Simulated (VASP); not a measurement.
# HgTe: zone-centre modes, functional by functional

How much do the zone-centre frequencies of HgTe depend on the functional? The starting structure is a measured crystal structure from the Crystallography Open Database.

Calculated with VASP 6.6.1; Kohn-Sham DFT with plane waves and PAW; LDA, PBEsol, PBE, PBEsol + D3(BJ), r2SCAN and r2SCAN + rVV10.

## Step 1: The structure

It takes space group F-43m (No. 216, cubic). The conventional cell has a = 6.460 Å, b = 6.460 Å, c = 6.460 Å, α = 90.00°, β = 90.00°, γ = 90.00°. Hg has 4 Te at 2.80 Å nearest. Nearest to Te lie 4 Hg at 2.80 Å. Farther neighbours and most contacts between anions are not listed.

As a file:

```xyz
2
Lattice="0.0000 3.2300 3.2300 3.2300 0.0000 3.2300 3.2300 3.2300 0.0000" Properties=species:S:1:pos:R:3 pbc="T T T"
Hg    0.0000    0.0000    0.0000
Te    4.8450    4.8450    4.8450
```

## Step 2: Modes with LDA

LDA, the lowest rung, knows the local density alone. The cell comes from a relaxation at this level, not shown (67.04 Å³).

The input, INCAR:

```
SYSTEM = HgTe
PREC = Accurate
ENCUT = 450
EDIFF = 1E-08
NELM = 100
ISMEAR = 1
SIGMA = 0.15
LREAL = .FALSE.
ALGO = Normal
GGA = CA
NBANDS = 15
LORBIT = 11
LWAVE = .FALSE.
LCHARG = .FALSE.
KPAR = 2
IBRION = 8
ISIF = 2
```

The input, POSCAR:

```
HgTe
1.0
    0.0000000000      3.2243064502      3.2243064502
    3.2243064502      0.0000000000      3.2243064502
    3.2243064502      3.2243064502      0.0000000000
Hg Te
1 1
Direct
    0.0000000000      0.0000000000      0.0000000000
    0.7500000000      0.7500000000      0.7500000000
```

The input, KPOINTS:

```
Automatic mesh
0
Gamma
10 10 10
0 0 0
```

The projector-augmented-wave data sets are Hg and Te (LDA family, release 64).

Run with:

```sh
$ mpirun -np 2 vasp_std
```

Log:

```text
[banner, memory and clock lines left out]
running    2 mpi-ranks, on    1 nodes
 distrk:  each k-point on    1 cores,    2 groups
 distr:  one band on    1 cores,    1 groups

 POSCAR found type information on POSCAR HgTe
 POSCAR found :  2 types and       2 ions
 LDA part: xc-table for (Slater(with rela. corr.)+CA(PZ))
 , standard interpolation
 POSCAR, INCAR and KPOINTS ok, starting setup
 FFT: planning ... GRIDC
 FFT: planning ... GRID_SOFT
 FFT: planning ... GRID
 WAVECAR not read
 entering main loop
       N       E                     dE             d eps       ncg     rms          rms(c)
DAV:   1     0.967755082456E+02    0.96776E+02   -0.73544E+03  1410   0.920E+02
DAV:   2    -0.181499116748E+01   -0.98590E+02   -0.93202E+02  1627   0.228E+02
DAV:   3    -0.523494319166E+01   -0.34200E+01   -0.34110E+01  1718   0.442E+01
DAV:   4    -0.526802154471E+01   -0.33078E-01   -0.33072E-01  2135   0.397E+00
DAV:   5    -0.526809298503E+01   -0.71440E-04   -0.71440E-04  1830   0.176E-01    0.779E+00
DAV:   6    -0.505511995473E+01    0.21297E+00   -0.42936E-01  1613   0.931E+00    0.617E+00
DAV:   7    -0.504134393779E+01    0.13776E-01   -0.96032E-02  1550   0.226E+00    0.218E+00
DAV:   8    -0.503866225006E+01    0.26817E-02   -0.10693E-02  1641   0.127E+00    0.547E-01
DAV:   9    -0.503830749975E+01    0.35475E-03   -0.72688E-04  1781   0.309E-01    0.124E-01
DAV:  10    -0.503830135967E+01    0.61401E-05   -0.67220E-05  1751   0.771E-02    0.524E-02
DAV:  11    -0.503830327881E+01   -0.19191E-05   -0.15963E-05  1677   0.370E-02    0.278E-02
DAV:  12    -0.503830216486E+01    0.11140E-05   -0.28724E-06  1578   0.155E-02    0.125E-02
DAV:  13    -0.503830218742E+01   -0.22561E-07   -0.22254E-07  1760   0.297E-03    0.892E-03
DAV:  14    -0.503830215197E+01    0.35447E-07   -0.85417E-08  1655   0.361E-03    0.184E-03
DAV:  15    -0.503830215016E+01    0.18099E-08   -0.21997E-08  1522   0.796E-04
   1 F= -.50383022E+01 E0= -.50383915E+01  d E =0.268120E-03
 Linear response reoptimize wavefunctions to high precision
DAV:   1    -0.503830215017E+01   -0.14325E-10   -0.47936E-10  1125   0.151E-04
 Linear response DOF=           2
 Linear response progress:
  Degree of freedom:   1/  2
       N       E                     dE             d eps       ncg     rms          rms(c)
RMM:   1    -0.379461916858E+00   -0.37946E+00   -0.15100E-01  8246   0.276E+00
RMM:   2    -0.377771816997E+00    0.16901E-02   -0.17119E-03  7845   0.294E-01    0.124E-01
RMM:   3    -0.377378601763E+00    0.39322E-03   -0.75813E-05  8533   0.526E-02    0.735E-02
RMM:   4    -0.377036646918E+00    0.34195E-03   -0.47442E-05  8240   0.386E-02    0.159E-02
RMM:   5    -0.377033981118E+00    0.26658E-05   -0.18590E-06  8976   0.875E-03    0.201E-03
RMM:   6    -0.377042850822E+00   -0.88697E-05   -0.91582E-08  8848   0.150E-03    0.556E-04
RMM:   7    -0.377043272511E+00   -0.42169E-06   -0.64192E-08  8978   0.526E-04    0.108E-04
RMM:   8    -0.377043035772E+00    0.23674E-06   -0.57539E-08  9158   0.221E-04    0.487E-05
RMM:   9    -0.377043185933E+00   -0.15016E-06   -0.55961E-08  9036   0.156E-04    0.828E-06
RMM:  10    -0.377043171733E+00    0.14200E-07   -0.55021E-08  9519   0.124E-04    0.271E-06
RMM:  11    -0.377043184569E+00   -0.12836E-07   -0.43883E-08  7884   0.119E-04    0.536E-07
RMM:  12    -0.377043169850E+00    0.14719E-07   -0.52380E-08  5442   0.117E-04    0.230E-07
RMM:  13    -0.377043174371E+00   -0.45202E-08   -0.70798E-08  4357   0.117E-04    0.207E-07
 first order change of Fermi-energy  -0.92709E-04
 force on displaced ion       1 direction 1 :  -3.906   0.000   0.000
 Linear response progress:
  Degree of freedom:   2/  2
       N       E                     dE             d eps       ncg     rms          rms(c)
RMM:   1    -0.481109043561E-01   -0.48111E-01    0.58031E-02 12616   0.106E+00
RMM:   2    -0.485838727321E-01   -0.47297E-03   -0.17321E-03  8004   0.280E-01    0.127E-01
RMM:   3    -0.485853602336E-01   -0.14875E-05   -0.10165E-04  8306   0.596E-02    0.777E-02
RMM:   4    -0.486278212815E-01   -0.42461E-04   -0.29194E-05  8355   0.312E-02    0.880E-03
RMM:   5    -0.486313672224E-01   -0.35459E-05   -0.11239E-06  8511   0.611E-03    0.450E-03
RMM:   6    -0.486314309659E-01   -0.63744E-07    0.23278E-08  8573   0.164E-03    0.184E-03
RMM:   7    -0.486297163687E-01    0.17146E-05    0.78524E-08  8538   0.597E-04    0.763E-04
RMM:   8    -0.486297551536E-01   -0.38785E-07    0.37552E-08  8669   0.218E-04    0.184E-04
RMM:   9    -0.486297700486E-01   -0.14895E-07    0.19281E-08  8559   0.713E-05    0.140E-05
RMM:  10    -0.486298115178E-01   -0.41469E-07    0.15234E-08  8903   0.344E-05    0.608E-06
RMM:  11    -0.486298309113E-01   -0.19393E-07    0.45404E-08  8230   0.269E-05    0.315E-06
RMM:  12    -0.486298343394E-01   -0.34281E-08    0.23585E-08  6480   0.239E-05    0.470E-07
 first order change of Fermi-energy   0.32294E-03
 force on displaced ion       2 direction 1 :  -3.901  -0.000  -0.000
 Linear response finished
```

It took 62 s on 2 MPI ranks of Intel Xeon 6975P-C (Granite Rapids), shared host; peak memory 0.81 GiB; 2 min of CPU time.

The logs omit lines about the potential files and the build; timing stands in the text.

Parts of OUTCAR (step 2):

```text
ion  position               nearest neighbor table
   1  0.000  0.000  0.000-   2 2.79   2 2.79   2 2.79   2 2.79
   2  0.750  0.750  0.750-   1 2.79   1 2.79   1 2.79   1 2.79

  LATTYP: Found a face centered cubic cell.
 ALAT       =     6.4486129004

 Subroutine GETGRP returns: Found 24 space group operations
 (whereof 24 operations were pure point group operations)

The static configuration has the point symmetry T_d .

 Found     47 irreducible k-points:

   k-points           NKPTS =     47   k-points in BZ     NKDIM =     47   number of bands    NBANDS=     15

   dimension x,y,z NGX =    32 NGY =   32 NGZ =   32
   dimension x,y,z NGXF=    64 NGYF=   64 NGZF=   64

   ENCUT  =  450.0 eV  33.07 Ry    5.75 a.u.   7.89  7.89  7.89*2*pi/ulx,y,z

   NELECT =      18.0000    total number of electrons

 k-points in reciprocal lattice and weights: Automatic mesh
   0.00000000  0.00000000  0.00000000       0.001
   0.10000000  0.00000000  0.00000000       0.008
   0.20000000  0.00000000  0.00000000       0.008
   0.30000000  0.00000000  0.00000000       0.008
   0.40000000  0.00000000  0.00000000       0.008
   0.50000000  0.00000000  0.00000000       0.004
   0.10000000  0.10000000  0.00000000       0.006
   0.20000000  0.10000000  0.00000000       0.024
   0.30000000  0.10000000  0.00000000       0.024
[...]
-0.30000000  0.40000000  0.20000000       0.024
  -0.30000000  0.50000000  0.20000000       0.012

 average (electrostatic) potential at core
       1 -40.7916       2 -92.2148

  Total       -0.0018313     -0.0018313     -0.0018313      0.0000000      0.0000000      0.0000000
  in kB       -0.0437660     -0.0437660     -0.0437660      0.0000000      0.0000000      0.0000000
  external PRESSURE =      -0.0437660 kB  Pullay stress =       0.0000000 kB

  energy-cutoff  :      450.00
  volume of cell :       67.04
      direct lattice vectors                 reciprocal lattice vectors
     0.000000000  3.224306450  3.224306450    -0.155072109  0.155072109  0.155072109
     3.224306450  0.000000000  3.224306450     0.155072109 -0.155072109  0.155072109
     3.224306450  3.224306450  0.000000000     0.155072109  0.155072109 -0.155072109

 POSITION                                       TOTAL-FORCE (eV/Angst)
 -----------------------------------------------------------------------------------
      0.00000      0.00000      0.00000         0.000000      0.000000      0.000000
      4.83646      4.83646      4.83646        -0.000000     -0.000000     -0.000000
 -----------------------------------------------------------------------------------
    total drift:                               -0.000000     -0.000000      0.000000

 Eigenvectors and eigenvalues of the dynamical matrix
 ----------------------------------------------------

   1 f  =    3.497136 THz    21.973154 2PiTHz  116.651904 cm-1    14.462986 meV
             X         Y         Z           dx          dy          dz
      0.000000  0.000000  0.000000     0.000000    0.623791    0.000000
      4.836460  4.836460  4.836460     0.000000   -0.781591    0.000000

   2 f  =    3.497136 THz    21.973154 2PiTHz  116.651904 cm-1    14.462986 meV
             X         Y         Z           dx          dy          dz
      0.000000  0.000000  0.000000    -0.623791    0.000000    0.000000
      4.836460  4.836460  4.836460     0.781591    0.000000    0.000000

   3 f  =    3.497136 THz    21.973154 2PiTHz  116.651904 cm-1    14.462986 meV
             X         Y         Z           dx          dy          dz
      0.000000  0.000000  0.000000     0.000000    0.000000   -0.623791
      4.836460  4.836460  4.836460     0.000000    0.000000    0.781591

   4 f/i=    0.001135 THz     0.007131 2PiTHz    0.037857 cm-1     0.004694 meV
             X         Y         Z           dx          dy          dz
      0.000000  0.000000  0.000000     0.781591    0.000000    0.000000
      4.836460  4.836460  4.836460     0.623791    0.000000    0.000000

   5 f/i=    0.001135 THz     0.007131 2PiTHz    0.037857 cm-1     0.004694 meV
             X         Y         Z           dx          dy          dz
      0.000000  0.000000  0.000000     0.000000   -0.781591    0.000000
      4.836460  4.836460  4.836460     0.000000   -0.623791    0.000000

   6 f/i=    0.001135 THz     0.007131 2PiTHz    0.037857 cm-1     0.004694 meV
             X         Y         Z           dx          dy          dz
      0.000000  0.000000  0.000000     0.000000    0.000000    0.781591
      4.836460  4.836460  4.836460     0.000000    0.000000    0.623791

 ELASTIC MODULI CONTR FROM IONIC RELAXATION (kBar)
 Direction    XX          YY          ZZ          XY          YZ          ZX
 --------------------------------------------------------------------------------
 XX          -0.0000      0.0000     -0.0000     -0.0000      0.0000      0.0000
 YY           0.0000     -0.0000      0.0000     -0.0000     -0.0000     -0.0000
 ZZ          -0.0000      0.0000     -0.0000      0.0000     -0.0000      0.0000
 XY          -0.0000     -0.0000      0.0000   -179.5452      0.0000     -0.0000
 YZ           0.0000     -0.0000     -0.0000      0.0000   -179.5452      0.0000
 ZX           0.0000     -0.0000      0.0000     -0.0000      0.0000   -179.5452
 --------------------------------------------------------------------------------
```

Energies printed during the response cycles are not total energies of the cell.

LDA: the zone-centre mode is T2 116.7 cm⁻¹.

## Step 3: Modes with LDA at the measured cell

A relaxation of the atoms in the fixed cell, not shown, had nothing to move.

INCAR is that of step 2.

The input, POSCAR:

```
HgTe
1.0
    0.0000000000      3.2300000000      3.2300000000
    3.2300000000      0.0000000000      3.2300000000
    3.2300000000      3.2300000000      0.0000000000
Hg Te
1 1
Direct
    0.0000000000      0.0000000000      0.0000000000
    0.7500000000      0.7500000000      0.7500000000
```

KPOINTS is that of step 2.

Run with:

```sh
$ mpirun -np 2 vasp_std
```

Log:

```text
[... set-up lines as in an earlier step ...]
 entering main loop
       N       E                     dE             d eps       ncg     rms          rms(c)
DAV:   1     0.953650175321E+02    0.95365E+02   -0.73184E+03  1418   0.915E+02
DAV:   2    -0.177280925374E+01   -0.97138E+02   -0.91687E+02  1571   0.230E+02
DAV:   3    -0.523175827960E+01   -0.34589E+01   -0.34488E+01  1760   0.444E+01
DAV:   4    -0.526667971176E+01   -0.34921E-01   -0.34918E-01  2058   0.398E+00
[...]
DAV:  13    -0.503803157164E+01   -0.22412E-07   -0.21228E-07  1753   0.293E-03    0.875E-03
DAV:  14    -0.503803153827E+01    0.33367E-07   -0.79509E-08  1683   0.348E-03    0.188E-03
DAV:  15    -0.503803153639E+01    0.18811E-08   -0.20978E-08  1515   0.775E-04
   1 F= -.50380315E+01 E0= -.50381207E+01  d E =0.267433E-03
 Linear response reoptimize wavefunctions to high precision
DAV:   1    -0.503803153644E+01   -0.47976E-10   -0.45424E-10  1069   0.143E-04
 Linear response DOF=           2
 Linear response progress:
  Degree of freedom:   1/  2
[...]
RMM:   9    -0.377117756637E+00   -0.16012E-06   -0.85960E-08  9054   0.171E-04    0.861E-06
RMM:  10    -0.377117739440E+00    0.17197E-07   -0.84644E-08  9500   0.138E-04    0.270E-06
RMM:  11    -0.377117746731E+00   -0.72904E-08   -0.90503E-08  7902   0.133E-04    0.503E-07
 first order change of Fermi-energy  -0.88816E-04
 force on displaced ion       1 direction 1 :  -3.810   0.000   0.000
 Linear response progress:
  Degree of freedom:   2/  2
       N       E                     dE             d eps       ncg     rms          rms(c)
RMM:   1    -0.481284799013E-01   -0.48128E-01    0.58203E-02 12611   0.105E+00
RMM:   2    -0.486091146562E-01   -0.48063E-03   -0.17300E-03  7999   0.279E-01    0.126E-01
RMM:   3    -0.486101326991E-01   -0.10180E-05   -0.10196E-04  8293   0.596E-02    0.770E-02
RMM:   4    -0.486519865906E-01   -0.41854E-04   -0.29068E-05  8351   0.311E-02    0.884E-03
[...]
RMM:  10    -0.486540832350E-01   -0.35469E-07   -0.19734E-08  8902   0.379E-05    0.626E-06
RMM:  11    -0.486541030390E-01   -0.19804E-07   -0.78179E-09  8233   0.303E-05    0.320E-06
RMM:  12    -0.486541089639E-01   -0.59249E-08   -0.14395E-08  6508   0.272E-05    0.513E-07
 first order change of Fermi-energy   0.31595E-03
 force on displaced ion       2 direction 1 :  -3.808  -0.000  -0.000
 Linear response finished
```

The job ended after 64 s (2 MPI ranks; peak memory 0.81 GiB).

Parts of OUTCAR (step 3):

```text
  Total       -0.1053707     -0.1053707     -0.1053707     -0.0000000      0.0000000      0.0000000
  in kB       -2.5049136     -2.5049136     -2.5049136     -0.0000000      0.0000000      0.0000000
  external PRESSURE =      -2.5049136 kB  Pullay stress =       0.0000000 kB

 POSITION                                       TOTAL-FORCE (eV/Angst)
 -----------------------------------------------------------------------------------
      0.00000      0.00000      0.00000         0.000000      0.000000      0.000000
      4.84500      4.84500      4.84500        -0.000000     -0.000000     -0.000000
 -----------------------------------------------------------------------------------
    total drift:                               -0.000000     -0.000000      0.000000

[... 1 part as in an earlier step ...]

[... 1 further part left out ...]
```

With LDA at the measured cell the mode is T2 115.2 cm⁻¹, -1.5 cm⁻¹ from LDA.

## Step 4: Modes with PBEsol

PBEsol restores the gradient expansion of exchange and is tuned for the cells of solids. The cell comes from a relaxation at this level, not shown (69.20 Å³).

Changes to INCAR since step 3:

```diff
@@ -9,3 +9,3 @@
 ALGO = Normal
-GGA = CA
+GGA = PS
 NBANDS = 15
```

The input, POSCAR:

```
HgTe
1.0
    0.0000000000      3.2584921604      3.2584921604
    3.2584921604      0.0000000000      3.2584921604
    3.2584921604      3.2584921604      0.0000000000
Hg Te
1 1
Direct
    0.0000000000      0.0000000000      0.0000000000
    0.7500000000      0.7500000000      0.7500000000
```

KPOINTS is that of step 3.

The projector-augmented-wave data sets are Hg and Te (PBE family, release 64).

Run with:

```sh
$ mpirun -np 2 vasp_std
```

Log:

```text
[banner, memory and clock lines left out]
running    2 mpi-ranks, on    1 nodes
[...]
|                                                                             |
|               ----> ADVICE to this user running VASP <----                  |
|                                                                             |
|     You enforced a specific xc type in the INCAR file but a different       |
|     [... a line on the potential file left out ...]
|     I HOPE YOU KNOW WHAT YOU ARE DOING!                                     |
|                                                                             |

 LDA part: xc-table for (Slater+PW92), standard interpolation
 POSCAR, INCAR and KPOINTS ok, starting setup
[...]
entering main loop
       N       E                     dE             d eps       ncg     rms          rms(c)
DAV:   1     0.960552710030E+02    0.96055E+02   -0.75059E+03  1434   0.923E+02
DAV:   2    -0.112359226762E+01   -0.97179E+02   -0.91788E+02  1592   0.228E+02
[...]
RMM:   8    -0.377748760337E+00    0.34973E-06   -0.49877E-09  9133   0.175E-04    0.474E-05
RMM:   9    -0.377749129665E+00   -0.36933E-06   -0.33011E-09  8450   0.122E-04    0.873E-06
RMM:  10    -0.377749133609E+00   -0.39435E-08   -0.13491E-09  9323   0.273E-05    0.376E-06
 first order change of Fermi-energy  -0.90837E-04
 force on displaced ion       1 direction 1 :  -3.430  -0.000  -0.000
 Linear response progress:
  Degree of freedom:   2/  2
       N       E                     dE             d eps       ncg     rms          rms(c)
RMM:   1    -0.471648640176E-01   -0.47165E-01    0.61577E-02 12557   0.103E+00
RMM:   2    -0.477637370958E-01   -0.59887E-03   -0.16685E-03  7992   0.268E-01    0.119E-01
RMM:   3    -0.477974862978E-01   -0.33749E-04   -0.99212E-05  8282   0.592E-02    0.731E-02
RMM:   4    -0.478884305715E-01   -0.90944E-04   -0.28430E-05  8308   0.327E-02    0.869E-03
[...]
RMM:  10    -0.479004772939E-01   -0.61636E-07   -0.27826E-09  8804   0.365E-05    0.124E-05
RMM:  11    -0.479004956227E-01   -0.18329E-07    0.31210E-09  8825   0.141E-05    0.190E-06
RMM:  12    -0.479004961564E-01   -0.53369E-09    0.19555E-09  7359   0.717E-06    0.308E-07
 first order change of Fermi-energy   0.32306E-03
 force on displaced ion       2 direction 1 :  -3.444  -0.000  -0.000
 Linear response finished
```

Run time: 60 s. Hardware: 2 MPI ranks; peak memory 0.88 GiB.

OUTCAR, selected parts (step 4):

```text
  Total       -0.0005945     -0.0005945     -0.0005945      0.0000000      0.0000000      0.0000000
  in kB       -0.0137642     -0.0137642     -0.0137642      0.0000000      0.0000000      0.0000000
  external PRESSURE =      -0.0137642 kB  Pullay stress =       0.0000000 kB

 POSITION                                       TOTAL-FORCE (eV/Angst)
 -----------------------------------------------------------------------------------
      0.00000      0.00000      0.00000        -0.000000     -0.000000     -0.000000
      4.88774      4.88774      4.88774         0.000000      0.000000      0.000000
 -----------------------------------------------------------------------------------
    total drift:                                0.000000      0.000000      0.000000

[... 1 part as in an earlier step ...]

[... 1 further part left out ...]
```

With PBEsol the mode is T2 109.5 cm⁻¹, -7.2 cm⁻¹ from LDA.

(Part 1 of 2 ends here.)

[Lines on the potential files, build, host, timing and source positions are cut from VASP's logs without a mark.]

[Logs are printed without paths, hosts, clocks, repeated set-up lines and the standing remarks that a program may print on its own settings, such as how far it seeks lower states.]

[Hosts, paths, dates, database ids (printed as entryN), source tags and the programs' standing remarks are cut or masked in the printed files.]
